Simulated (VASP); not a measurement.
# MnInCuS4 (Pm) in VASP: reference runs

How does MnInCuS4 come out in PBE? The cell is run as given and disturbed.

Everything below comes from runs of VASP 6.6.1. Logs are shortened: lines on timing, memory, paths and dates and some standing lists are left out, and cuts for length are marked.

### 1 Starting point

Symmetry: Pm, No. 6, monoclinic system. Conventional cell: a = 6.142 Å, b = 3.843 Å, c = 6.768 Å, α = 90.00°, β = 90.40°, γ = 90.00°. In (site symmetry m) is surrounded by 4 S at 2.47 to 2.56 Å. Cu (site symmetry m) has 4 S at 2.23 to 2.34 Å as nearest neighbours. Mn (site symmetry m) is surrounded by 4 S at 2.14 to 2.28 Å. S (site symmetry m) is surrounded by 1 Cu at 2.29 Å and 2 In at 2.47 Å. S (site symmetry m) has 1 Mn at 2.28 Å and 2 Cu at 2.34 Å and 1 In at 2.56 Å as nearest neighbours. Around S (site symmetry m) lie 1 Mn at 2.14 Å. S (site symmetry m) is surrounded by 1 Cu at 2.23 Å and 2 Mn at 2.24 Å.

The cell comes from a database or a generator and needn't be the stable form of this composition.

### 2 Single point, PBE, collinear spin, ferromagnetic start

Input file INCAR:

```
ALGO = Normal
EDIFF = 1E-7
ENCUT = 520
GGA = PE
ISIF = 2
ISMEAR = -1
ISPIN = 2
LASPH = T
LCHARG = T
LELF = T
LMAXMIX = 4
LORBIT = 11
LREAL = F
LVHAR = T
LWAVE = F
MAGMOM = 0 0.6 4 0 0 0 0
NBANDS = 44
NELM = 100
PREC = Accurate
SIGMA = 0.05
```

Input file KPOINTS:

```
k-points
0
Gamma
  5 7 4
```

Input file POSCAR:

```
MnInCuS4
1.0
    6.1418360876      0.0000000000      0.0000000000
    0.0000000000      3.8429969482      0.0000000000
   -0.0468832880      0.0000000000      6.7683230945
In Cu Mn S
1 1 1 4
Direct
    0.5065620000      0.0000000000      0.8330120000
    0.5062360000      0.5000000000      0.3345670000
    0.9886600000      0.0000000000      0.1707900000
    0.3608950000      0.5000000000      0.6459600000
    0.3602330000      0.0000000000      0.1862070000
    0.9096050000      0.0000000000      0.8625940000
    0.8678090000      0.5000000000      0.3002200000
```

Potentials or basis: VASP PAW PBE potentials, release 64 (In_d, Cu, Mn_pv, S).

Launch:

```console
$ cat potpaw_PBE.64/In_d/POTCAR potpaw_PBE.64/Cu/POTCAR potpaw_PBE.64/Mn_pv/POTCAR potpaw_PBE.64/S/POTCAR > POTCAR
$ mpirun -np 1 vasp_std > vasp.out
```

OUTCAR:

```text
EDIFF = 1E-7
   ENCUT = 520
   GGA = PE
   ISIF = 2
   ISMEAR = -1
   ISPIN = 2
   LASPH = T
   LORBIT = 11
   LREAL = F
   NELM = 100
   PREC = Accurate

 ion  position               nearest neighbor table
   1  0.507  0.000  0.833-   4 2.47   4 2.47   6 2.48   5 2.56
   2  0.506  0.500  0.335-   7 2.23   4 2.29   5 2.34   5 2.34
   3  0.989  0.000  0.171-   6 2.14   7 2.24   7 2.24   5 2.28
   4  0.361  0.500  0.646-   2 2.29   1 2.47   1 2.47
   5  0.360  0.000  0.186-   3 2.28   2 2.34   2 2.34   1 2.56
   6  0.910  0.000  0.863-   3 2.14   1 2.48
   7  0.868  0.500  0.300-   2 2.23   3 2.24   3 2.24

  LATTYP: Found a simple monoclinic cell.
 ALAT       =     6.1418360876
 B/A-ratio  =     0.6257081585
 C/A-ratio  =     1.1020296493
 COS(beta)  =    -0.0069267029

  Lattice vectors:

 A1 = (   6.1418360876,   0.0000000000,   0.0000000000)
 A2 = (   0.0000000000,   3.8429969482,   0.0000000000)
 A3 = (  -0.0468832880,   0.0000000000,   6.7683230945)

Analysis of symmetry for initial positions (statically):
=====================================================================
 Subroutine PRICEL returns:
 Original cell was already a primitive cell.

 Routine SETGRP: Setting up the symmetry group for a
 simple monoclinic supercell.

 Subroutine GETGRP returns: Found  2 space group operations
 (whereof  2 operations were pure point group operations)
 out of a pool of  4 trial point group operations.

The static configuration has the point symmetry C_1h.

Analysis of symmetry for dynamics (positions and initial velocities):
=====================================================================
 Subroutine PRICEL returns:
 Original cell was already a primitive cell.

 Routine SETGRP: Setting up the symmetry group for a
 simple monoclinic supercell.

 Subroutine GETGRP returns: Found  2 space group operations
 (whereof  2 operations were pure point group operations)
 out of a pool of  4 trial point group operations.

The dynamic configuration has the point symmetry C_1h.

Analysis of structural, dynamic, and magnetic symmetry:
=====================================================================
 Subroutine PRICEL returns:
 Original cell was already a primitive cell.

 Routine SETGRP: Setting up the symmetry group for a
 simple monoclinic supercell.

 Subroutine GETGRP returns: Found  2 space group operations
 (whereof  2 operations were pure point group operations)
[... 151 lines left out ...]

 Free energy of the ion-electron system (eV)
  ---------------------------------------------------
  ext. energy  EPLUGINS =         0.00000000
  ---------------------------------------------------
  free energy    TOTEN  =       -34.32887640 eV

  energy without entropy =      -34.30562029  energy(sigma->0) =      -34.31724835

 E-fermi :   3.5848     XC(G=0):  -9.1349

 val. band max:        3.5689689027   @ k =   0.4000   0.2857   0.2500
 cond. band min:       3.5981687038   @ k =   0.2000   0.0000   0.5000
 fundamental gap:      0.0291998011
 Fermi energy:         3.5847787613

 spin component 1

 k-point     1 :       0.0000    0.0000    0.0000
  band No.  band energies     occupation
      1     -46.4541      1.00000
      2     -46.3614      1.00000
      3     -46.3361      1.00000
      4     -10.9717      1.00000
      5     -10.8908      1.00000
      6     -10.7117      1.00000
[... 1069 lines left out ...]
     41      10.6298      0.00000
     42      11.0386      0.00000

 [... further k-points ...]

 spin component 2

 k-point     1 :       0.0000    0.0000    0.0000
  band No.  band energies     occupation
      1     -43.2706      1.00000
      2     -43.1856      1.00000
      3     -42.9982      1.00000
      4     -10.9644      1.00000
      5     -10.8768      1.00000
      6     -10.7039      1.00000
[... 1069 lines left out ...]
     41      10.8408      0.00000
     42      11.1404      0.00000

 [... further k-points ...]

 [bands above 42 left out]

------------------------ aborting loop because EDIFF is reached ----------------------------------------

  FORCE on cell =-STRESS in cart. coord.  units (eV):
  Direction    XX          YY          ZZ          XY          YZ          ZX
  --------------------------------------------------------------------------------------
  -------------------------------------------------------------------------------------
  Total        0.6467695      0.0928584      0.3644410      0.0000000      0.0000000      0.0737872
  in kB        6.4865057      0.9312848      3.6550087      0.0000000      0.0000000      0.7400180
  external PRESSURE =       3.6909331 kB  Pullay stress =       0.0000000 kB

 VOLUME and BASIS-vectors are now :
 -----------------------------------------------------------------------------
  energy-cutoff  :      520.00
  volume of cell :      159.75
      direct lattice vectors                 reciprocal lattice vectors
     6.141836088  0.000000000  0.000000000     0.162817761  0.000000000  0.001127817
     0.000000000  3.842996948  0.000000000     0.000000000  0.260213582  0.000000000
    -0.046883288  0.000000000  6.768323095     0.000000000  0.000000000  0.147747084

 POSITION                                       TOTAL-FORCE (eV/Angst)
 -----------------------------------------------------------------------------------
      3.07217      0.00000      5.63809         0.027250      0.000000      0.018605
      3.09353      1.92150      2.26446        -0.081005      0.000000      0.023119
      6.06418      0.00000      1.15596         0.046812      0.000000      0.018552
      2.18627      1.92150      4.37207        -0.011049      0.000000     -0.020238
      2.20376      0.00000      1.26031         0.007208      0.000000     -0.005685
      5.54620      0.00000      5.83831         0.012953      0.000000     -0.023600
      5.31587      1.92150      2.03199        -0.002170      0.000000     -0.010752
 -----------------------------------------------------------------------------------
    total drift:                               -0.001542     -0.000000     -0.000755

  FREE ENERGIE OF THE ION-ELECTRON SYSTEM (eV)
  ---------------------------------------------------
  free  energy   TOTEN  =       -34.3288764025 eV

  energy  without entropy=      -34.3056202884  energy(sigma->0) =      -34.31724835

 total charge

# of ion       s       p       d       tot
------------------------------------------
    1        0.795   0.673   9.932  11.400
    2        0.387   0.372   9.191   9.950
    3        0.342   6.308   5.018  11.668
    4        1.344   2.360   0.000   3.704
    5        1.332   2.374   0.000   3.705
    6        1.360   2.330   0.000   3.690
    7        1.339   2.369   0.000   3.708
--------------------------------------------------
tot          6.899  16.787  24.141  47.827

 magnetization (x)

# of ion       s       p       d       tot
------------------------------------------
    1        0.012   0.017   0.001   0.030
    2        0.009   0.007  -0.125  -0.109
    3        0.026   0.043   2.952   3.021
    4       -0.000  -0.010   0.000  -0.011
    5        0.003  -0.030   0.000  -0.027
    6        0.001  -0.035   0.000  -0.033
    7        0.001  -0.120   0.000  -0.118
--------------------------------------------------
tot          0.052  -0.127   2.827   2.753
```

stdout:

```text
POSCAR found type information on POSCAR InCuMnS
 POSCAR found :  4 types and       7 ions
 scaLAPACK will be used
 LDA part: xc-table for (Slater+PW92), standard interpolation
 POSCAR, INCAR and KPOINTS ok, starting setup
 FFT: planning ... GRIDC
 FFT: planning ... GRID_SOFT
 FFT: planning ... GRID
 WAVECAR not read
 entering main loop
```

Wall time 11 min (1 thread of Intel Xeon Platinum 8375C at 2.90GHz (Ice Lake), shared host); peak memory 0.63 GiB.

What came out:

```yaml
Free_energy: -34.3289 eV
Pressure: 0.4 GPa
Largest_force: 0.084 eV/Å
Band_gap_on_the_k_mesh: none (metal or under the smearing width)
Net_moment: 3.00 μB per cell
Site_moments: In +0.03; Cu -0.11; Mn +3.02; S -0.01, -0.03, -0.12 μB
Valence_electrons_inside_the_program's_atomic_spheres: In 11.40; Cu 9.95; Mn 11.67; S 3.70, 3.71, 3.69
```

Forces on the atoms (eV/Å):
```
In   0.027  0.000  0.019
Cu  -0.081  0.000  0.023
Mn   0.047  0.000  0.019
S   -0.011  0.000 -0.020
S    0.007  0.000 -0.006
S    0.013  0.000 -0.024
S   -0.002  0.000 -0.011
```

Levels at points of the mesh, in eV from the Fermi level:
Spin up:
```
           k point  band 28  band 29  band 30  band 31  band 32  band 33  band 34  band 35  band 36  band 37
(0.00, 0.00, 0.00)    -1.15    -0.74    -0.27    -0.03     0.92     1.13     1.15     1.48     3.90     4.43
(0.00, 0.00, 0.50)    -1.22    -1.16    -0.50     0.08     0.58     0.75     1.04     2.69     4.12     4.55
```
Spin down:
| k point | band 27 | band 28 | band 29 | band 30 | band 31 | band 32 |
| --- | --- | --- | --- | --- | --- | --- |
| (0.00, 0.00, 0.00) | -0.95 | -0.42 | -0.39 | 1.17 | 1.21 | 1.48 |
| (0.00, 0.00, 0.50) | -1.03 | -0.73 | -0.58 | 1.15 | 1.21 | 1.85 |

Caveat: semilocal functionals often make such compounds metallic where correlation or magnetic order opens a gap, which also shifts bond lengths; only a ferromagnetic start was run, and an antiferromagnetic order may lie lower in energy. With open d or f shells a metallic result of PBE can be an artefact of self-interaction; +U or a hybrid may open a gap.

### 3 Single point, PBE, collinear spin, ferromagnetic start (atoms moved at random, drawn with an rms of 0.05 Å)

Input file INCAR:

```
SYSTEM = MnInCuS4
PREC = Accurate ; ENCUT = 520
EDIFF = 1E-7 ; ISMEAR = -1
SIGMA = 0.05 ; LREAL = .False.
LASPH = .True. ; NELM = 150
ALGO = Normal ; ISIF = 2
LWAVE = .False. ; LCHARG = .True.
ISPIN = 2 ; MAGMOM = 0 0.6 4 0 0 0 0
LORBIT = 11 ; LMAXMIX = 4
GGA = PE ; LELF = .True.
LVHAR = .True. ; NBANDS = 44
```

Input file KPOINTS:

```
regular mesh
0
Gamma
  5 7 4
  0 0 0
```

Input file POSCAR:

```
MnInCuS4
1.0
    6.1418360876      0.0000000000      0.0000000000
    0.0000000000      3.8429969482      0.0000000000
   -0.0468832880      0.0000000000      6.7683230945
In Cu Mn S
1 1 1 4
Direct
    0.5070500000     -0.0049980000      0.8350870000
    0.4939380000      0.5026590000      0.3358460000
    0.9904830000     -0.0047650000      0.1675710000
    0.3623430000      0.5089330000      0.6466730000
    0.3588730000     -0.0049970000      0.1887090000
    0.9149290000     -0.0001640000      0.8627440000
    0.8587130000      0.4981970000      0.3030610000
```

Potentials or basis: VASP PAW PBE potentials, release 64 (In_d, Cu, Mn_pv, S).

Launch:

```console
$ cat potpaw_PBE.64/In_d/POTCAR potpaw_PBE.64/Cu/POTCAR potpaw_PBE.64/Mn_pv/POTCAR potpaw_PBE.64/S/POTCAR > POTCAR
$ mpirun -np 1 vasp_std > vasp.out
```

It took 20 min on 1 thread of Intel Xeon Platinum 8375C at 2.90GHz (Ice Lake), shared host; peak memory 0.85 GiB.

The run converged. Its results:

```yaml
Free_energy: -34.2914 eV
Pressure: 0.4 GPa
Largest_force: 0.663 eV/Å
Band_gap_on_the_k_mesh: none (metal or under the smearing width)
Net_moment: 3.00 μB per cell
Site_moments: In +0.03; Cu -0.11; Mn +3.04; S -0.01, -0.03, -0.04, -0.12 μB
Valence_electrons_inside_the_program's_atomic_spheres: In 11.39; Cu 9.97; Mn 11.66; S 3.71, 3.69
```

Forces on the atoms (eV/Å):
```
In   0.179  0.384  0.049
Cu   0.148 -0.109 -0.055
Mn  -0.269  0.070  0.602
S   -0.100 -0.439  0.163
S    0.055  0.157 -0.163
S   -0.221  0.005 -0.327
S    0.208 -0.068 -0.269
```

Stress tensor (GPa, compression positive):
```
 0.61  0.31  0.36
 0.31 -0.48  0.30
 0.36  0.30  1.11
```

Levels at points of the mesh, in eV from the Fermi level:
Spin up:
| k point | band 29 | band 30 | band 31 | band 32 | band 33 | band 34 | band 35 | band 36 |
| --- | --- | --- | --- | --- | --- | --- | --- | --- |
| (0.00, 0.00, 0.00) | -0.75 | -0.29 | -0.03 | 0.91 | 1.11 | 1.12 | 1.37 | 3.86 |
| (0.00, 0.00, 0.50) | -1.17 | -0.49 | 0.09 | 0.52 | 0.73 | 1.01 | 2.59 | 4.05 |
Spin down:
| k point | band 25 | band 26 | band 27 | band 28 | band 29 | band 30 | band 31 | band 32 | band 33 | band 34 |
| --- | --- | --- | --- | --- | --- | --- | --- | --- | --- | --- |
| (0.00, 0.00, 0.00) | -1.74 | -1.05 | -1.01 | -0.43 | -0.38 | 1.19 | 1.25 | 1.38 | 2.07 | 2.23 |
| (0.00, 0.00, 0.50) | -1.58 | -1.17 | -1.11 | -0.74 | -0.59 | 1.17 | 1.29 | 1.80 | 2.00 | 2.51 |

Caveat: semilocal functionals often make such compounds metallic where correlation or magnetic order opens a gap, which also shifts bond lengths; only a ferromagnetic start was run, and an antiferromagnetic order may lie lower in energy.
